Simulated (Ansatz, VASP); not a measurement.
# CdF2 in two plane-wave programs, part 2 of 2

Aim: how closely do two programs agree when they are given the same cell, functional and k mesh? The cell is taken from a series of runs on this material, whose earlier steps may have relaxed, scaled, displaced or heated it; both programs get it as it stands.

VASP 6.6.1 and Ansatz 0.2.0.

So far: Set-up; VASP: relaxation of cell and atoms, LDA.

## Step 3: Ansatz: relaxation of cell and atoms, LDA

Level of this step: Ansatz beside VASP: Kohn-Sham DFT, plane waves, LDA (Ansatz).

Ansatz runs on its PAW soft_1 files.

The same cell, functional (in two slightly different forms) and mesh now go to Ansatz, which takes its cutoff from its data sets.

input.yaml

```yaml
crystal:
  lattice:
    - [0.0, 2.6489361669, 2.6489361669]
    - [2.6489361669, 0.0, 2.6489361669]
    - [2.6489361669, 2.6489361669, 0.0]
  atoms:
    - { symbol: Cd, position: [0.0, 0.0, 0.0] }
    - { symbol: F, position: [0.25, 0.25, 0.25] }
    - { symbol: F, position: [0.75, 0.75, 0.75] }
kpoints:
  mp_grid: { grid: [9, 9, 9] }
hamiltonian:
  xc: lda
  pseudopotentials: { kind: paw, azcp: { folder: soft_1 }, xc_functional: pbe }
scf:
  occupations: { method: fixed }
  lower_state_search: "off"
output:
  forces: true
  stress: true
  eigenvalues: true
relax:
  adjacent_minimum: "off"
  f_tol: 0.001
  max_steps: 60
  cell: { stress_tol: 0.01 }
```

Launch:

```console
$ ansatz run input.yaml --threads 18 --pin off --max-ram 92160MiB --backend cuda --events-out ev --progress --plain --runs-dir out
```

Numbers of over 12 decimals in the logs are rounded to 6 here.

The log of the run:

```text
Engine: ansatz 0.2.0, aarch64-unknown-linux-gnu
Pseudopotentials: kind: paw
Pseudopotential: Cd, paw, valence charge 20, recommended cutoff 420 eV (normal), soft_1/Cd.paw.azcp
Pseudopotential: F, paw, valence charge 7, recommended cutoff 420 eV (normal), soft_1/F.paw.azcp
Functional definition: SPW92
  exchange = slater_x
  correlation = pw_c
device memory: the entry about to start is reckoned to put 1.3 GiB on a device that reports 182.5 GiB free
GPU FFT provider: cuFFT
GPU libraries: cuBLAS 13.8.1, cuFFT 12.4.0, cuSOLVER 12.3.2
GPU matrix products: emulated (plane waves: as basis.precision tells), large ones in fixed point in workspaces of 1.00 GiB
Crystal: 3 atoms, lattice volume = 37.174 Å³
Basis set: ecut = 420 eV, 725 PW (Γ)
Bands: 21, of which v1, the nominal top of the filled ones, is band 17 counted from 1 (16 counted from 0)
Symmetry: 48 space group operations
Space group: Fm-3m (ITA 225), of the structure as read, at distance tolerance 3.3e-5 Å
k-points: 35 of 729
Non-local potential: Cd, projectors of the file, l = 0: 3, l = 1: 2, l = 2: 2, l = 3: 1
Non-local potential: F, projectors of the file, l = 0: 2, l = 1: 2, l = 2: 1
PAW form: soft (Blöchl's): semilocal exchange-correlation on the pseudo side does not see the compensation charge
PAW frozen core: Cd, regenerated for the run's functional, and the local potential with it (the file was generated under x = pbe(κ = 0.804, μ = 0.219515), c = pbe(β = 0.066725))
PAW frozen core: F, regenerated for the run's functional, and the local potential with it (the file was generated under x = pbe(κ = 0.804, μ = 0.219515), c = pbe(β = 0.066725))
PAW one-centre angular grid: Cd, 590 points (default); XC on 64 Gauss nodes
PAW one-centre angular grid: F, 110 points (default); XC on 64 Gauss nodes
Initial density: superposition of atomic densities (chi_scale 0.1, normalization cell, long waves kept (reshape's long-wave potential 0.00 eV rms))
Initial wavefunctions: pseudopotential atomic-orbital guess
GPU buffer pool allocated for 19683 grid points (all kernels)
GPU transforms: local potential and band sums: pruned to the plane-wave sphere, on 25×25×25
Functional: x = slater, c = lda
SCF iter   1: F=—  HF=-9711.953232 eV  |F-HF|=—  |Δ(HF+E_count)|=         —  Δρ=2.30e-1  dr2=1.67e1  ethr=3.10e-3  ⟨swp⟩=4.7  Hψ=2767  notcnv=0  defer=67
preconditioner: auto → none  [insulator: Δε(μ)=0.315 eV  Ē_g=17.395 eV  n_scr=14 (ndim 8)  ℏωp=31.1 eV  f_vac=0.081  ε∞_Penn≈4.2]
SCF iter   2: F=—  HF=-9707.941169 eV  |F-HF|=—  |Δ(HF+E_count)|=    4.01e0  Δρ=1.48e-1  dr2=4.89e0  ethr=3.10e-3  ⟨swp⟩=3.9  Hψ=2066  notcnv=0  defer=66
SCF iter   3: F=—  HF=-9706.417208 eV  |F-HF|=—  |Δ(HF+E_count)|=    1.52e0  Δρ=2.02e-2  dr2=7.07e-2  ethr=3.10e-3  ⟨swp⟩=3.0  Hψ=1644  notcnv=0  defer=5
SCF iter   4: F=—  HF=-9706.411284 eV  |F-HF|=—  |Δ(HF+E_count)|=   5.92e-3  Δρ=5.11e-3  dr2=2.82e-3  ethr=2.08e-4  ⟨swp⟩=3.0  Hψ=1644  notcnv=0  defer=68
SCF iter   5: F=—  HF=-9706.413871 eV  |F-HF|=—  |Δ(HF+E_count)|=   2.59e-3  Δρ=7.02e-4  dr2=1.01e-4  ethr=8.30e-6  ⟨swp⟩=2.0  Hψ=1512  notcnv=0  defer=68
SCF iter   6: F=—  HF=-9706.413948 eV  |F-HF|=—  |Δ(HF+E_count)|=   7.79e-5  Δρ=3.84e-4  dr2=3.91e-5  ethr=2.97e-7  ⟨swp⟩=2.0  Hψ=1378  notcnv=0  defer=54
SCF iter   7: F=—  HF=-9706.414249 eV  |F-HF|=—  |Δ(HF+E_count)|=   3.00e-4  Δρ=7.64e-5  dr2=1.71e-6  ethr=1.15e-7  ⟨swp⟩=2.4  Hψ=1238  notcnv=0  defer=1
SCF iter   8: F=-9706.414248 eV  HF=-9706.414248 eV  |F-HF|=2.51e-8  |Δ(HF+E_count)|=   5.09e-7  Δρ=1.07e-5  dr2=3.48e-8  ethr=2.94e-10  ⟨swp⟩=3.7  Hψ=3825  notcnv=0
SCF 1 converged in 8 iterations: F = -9706.414248 eV  dr2 = 3.48e-8
  greatest PAW one-centre occupation: 1.000 electrons in one spin orbital (limit 2), on the Cd atom at site 0 (counted from 0), in its partial waves of l = 0
relax step   1: F+E_penalty+E_count = -9706.41424798 eV  Δ(F+E_penalty+E_count) = +0.000e0 eV  max|allowed force component| = 8.095e-18 eV/Å  Δτ_max = 0.0000 Å  P = -0.006 GPa  Ω = 37.174 Å³  (8 SCF iters, dr2 threshold 1.00e-7 eV, accepted)
device memory: the entry about to start is reckoned to put 1.3 GiB on a device that reports 182.5 GiB free
GPU FFT provider: cuFFT
GPU libraries: cuBLAS 13.8.1, cuFFT 12.4.0, cuSOLVER 12.3.2
GPU matrix products: emulated (plane waves: as basis.precision tells), large ones in fixed point in workspaces of 1.00 GiB
Initial density: handed on by an earlier stage of this run
Initial wavefunctions: pseudopotential atomic-orbital guess (no wavefunctions were taken with the density)
GPU buffer pool allocated for 19683 grid points (all kernels)
GPU transforms: local potential and band sums: pruned to the plane-wave sphere, on 25×25×25
iter 1 solved again at ethr=1.88e-8 eV; its pass at ethr=3.10e-3 eV (dr2=6.40e-6 eV) is discarded
SCF iter   1: F=—  HF=-9706.414248 eV  |F-HF|=—  |Δ(HF+E_count)|=         —  Δρ=1.07e-5  dr2=3.49e-8  ethr=1.88e-8  ⟨swp⟩=3.0  Hψ=4758  notcnv=0  defer=68
preconditioner: auto → none  [insulator: Δε(μ)=3.018 eV  Ē_g=16.594 eV  n_scr=14 (ndim 8)  ℏωp=31.1 eV  f_vac=0.121  ε∞_Penn≈4.5]
SCF iter   2: F=—  HF=-9706.414248 eV  |F-HF|=—  |Δ(HF+E_count)|=   9.01e-9  Δρ=6.41e-6  dr2=6.12e-9  ethr=1.03e-10  ⟨swp⟩=2.0  Hψ=1190  notcnv=0  defer=68
SCF iter   3: F=—  HF=-9706.414248 eV  |F-HF|=—  |Δ(HF+E_count)|=   1.78e-9  Δρ=1.54e-6  dr2=6.44e-10  ethr=1.80e-11  ⟨swp⟩=2.0  Hψ=1190  notcnv=0  defer=68
SCF iter   4: F=—  HF=-9706.414248 eV  |F-HF|=—  |Δ(HF+E_count)|=  4.73e-11  Δρ=7.20e-7  dr2=1.07e-10  ethr=1.89e-12  ⟨swp⟩=2.3  Hψ=1035  notcnv=0  defer=68
SCF iter   5: F=—  HF=-9706.414248 eV  |F-HF|=—  |Δ(HF+E_count)|=  2.18e-11  Δρ=8.28e-8  dr2=1.55e-12  ethr=1.00e-12  ⟨swp⟩=1.0  Hψ=735  notcnv=0  defer=68
SCF iter   6: F=-9706.414248 eV  HF=-9706.414248 eV  |F-HF|=1.82e-12  |Δ(HF+E_count)|=  3.64e-12  Δρ=1.72e-8  dr2=7.46e-14  ethr=1.00e-12  ⟨swp⟩=7.2  Hψ=3234  notcnv=0
SCF 2 converged in 6 iterations: F = -9706.414248 eV  dr2 = 7.46e-14
relax step   2: F+E_penalty+E_count = -9706.41424800 eV  Δ(F+E_penalty+E_count) = -1.814e-8 eV  max|allowed force component| = 8.481e-18 eV/Å  Δτ_max = 0.0000 Å  P = -0.006 GPa  Ω = 37.174 Å³  stress off target by 5.57e-3 GPa  SCF on the basis re-selected at this cell (its energy is not comparable with the rows above)  (6 SCF iters)
basis re-selected at this cell: Δ(F+E_penalty+E_count) = -1.814e-8 eV, ΔP = +0.000 GPa vs the last step (what re-selecting the basis moved, of the pressure what is left beyond the Pulay correction that the steps carried, after the strain that the cell walked since its last selection, with what the two solves' SCF thresholds leave and, on support functions, any second-order correction that the steps lacked; it is no m [...]
SCF converged after 6 iterations
Free energy (F): -9706.414248 eV
Harris-Foulkes:  -9706.414248 eV  (|F-HF|=1.82e-12)
Internal energy: -9706.414248 eV  (E = F + TS)
E sigma→0 (E₀):  -9706.414248 eV
Fermi energy:    6.761752 eV
--- Per-component energies (eV) ---
  E_band       = -467.645431
  E_kinetic    = 834.281980
  E_local      = -4164.990036  (includes V_loc(G=0)·N_el)
  E_nonlocal   = 310.082769
  E_hartree    = 1826.797520
  E_xc         = -305.341383
  E_vxc        = -389.982613  (∫ρ·V_xc dr)
  E_paw        = -4349.842047  (= ΣΔE_a)
  E_vpaw       = -710.634341  (= ΣTr[D̂ρ^β])
  E_aug_tail   = 0.001786  (compensation charges beyond the density's cutoff)
  E_ewald      = -3858.397910
  E_core_change = 0.993073  (= ΣΔE_core)
  E_smearing   = -0.000000  (= −TS)
  E_closure    = 0.000000  (closes the sum)
  Σ components = -9706.414248   (vs F -9706.414248, Δ=0.00e0)
--- Forces (eV/Å), atoms counted from 1 ---
  atom   1  Cd    -0.00000000     0.00000000    -0.00000000
  atom   2  F      0.00000000    -0.00000000     0.00000000
  atom   3  F     -0.00000000    -0.00000000    -0.00000000
  max |Σ_I F_I| component: 2.08e-17 eV/Å
--- Stress (GPa, compression-positive) ---
       -0.005565      -0.000000       0.000000
       -0.000000      -0.005565       0.000000
        0.000000      -0.000000      -0.005565
  P = ⅓ Tr σ = -0.0056 GPa (-0.056 kbar)
--- Band table (eV; the first three rows and the last of 35) ---
  k-point 0: bands = [... 13 lower, 5.6374, 6.3854, 6.3854, 6.3854, 9.7797, 19.3229, 19.3229, 19.3229]
  k-point 1: bands = [... 13 lower, 5.5641, 6.2709, 6.3774, 6.3774, 10.2747, 18.7233, 19.5266, 19.5266]
  k-point 2: bands = [... 13 lower, 5.3318, 5.7899, 6.3838, 6.3838, 11.4288, 17.6752, 20.0750, 20.0750]
  k-point 34: bands = [... 13 lower, 4.8426, 5.3759, 6.0799, 6.7618, 14.9216, 17.4554, 18.9021, 18.9662]
--- Relaxed structure (1 steps of the walk, 1 accepted, 1 SCFs on fresh bases) ---
  F+E_penalty+E_count = -9706.41424800 eV   max|allowed force component| = 8.481e-18 eV/Å   (the final SCF, on the basis selected at the relaxed cell)
  cell:  # Å, volume = 37.1744 Å³
    - [0.0, 2.6489361669, 2.6489361669]
    - [2.6489361669, 0.0, 2.6489361669]
    - [2.6489361669, 2.6489361669, 0.0]
  atoms:
    - { symbol: Cd, position: [0.0, 0.0, 0.0] }
    - { symbol: F, position: [0.25, 0.25, 0.25] }
    - { symbol: F, position: [0.75, 0.75, 0.75] }
```

## Step 4: Comparison

Known differences besides the potentials themselves: the two LDA forms differ slightly; fixed occupations in Ansatz, narrow Gaussian smearing in VASP; the data sets hold 34 valence electrons in Ansatz (on its PAW soft_1 files) and 26 in VASP; the cutoff is 420 eV in Ansatz and 600 eV in VASP; VASP's log shows a relativistic correction to its local exchange, Ansatz's none; Ansatz adds a Pulay correction to the stress that steers its cell, VASP none. Total energies have different zeros and are not compared.

The two programs side by side:

| quantity | Ansatz | VASP | difference |
| --- | --- | --- | --- |
| volume (Å³) | 37.17 | 37.48 | -0.81 % |
| edge a after relaxation, in the typed setting (Å) | 3.746 | 3.756 | -0.27 % |

## Step 5: Summary of results

| Item | Value |
| --- | --- |
| difference in volume (relaxation of cell and atoms, LDA) | -0.81 % |

The difference in volume is -0.81 % (relaxation of cell and atoms, LDA), within the 1.2 % picked in this series as the mark of a large difference, as far as the stopping tolerances let one tell. The data sets hold unlike numbers of valence electrons (34 in Ansatz and 26 in VASP), so part of the differences comes from the potentials. How closely two codes agree says nothing of how well the functional describes the real material.

[Lines on the potential files, build, host, timing and source positions are cut from VASP's logs without a mark.]

[Logs are printed without paths, hosts, clocks, repeated set-up lines and the standing remarks that a program may print on its own settings, such as how far it seeks lower states.]

[Hosts, paths, dates, database ids (printed as entryN), source tags and the programs' standing remarks are cut or masked in the printed files.]
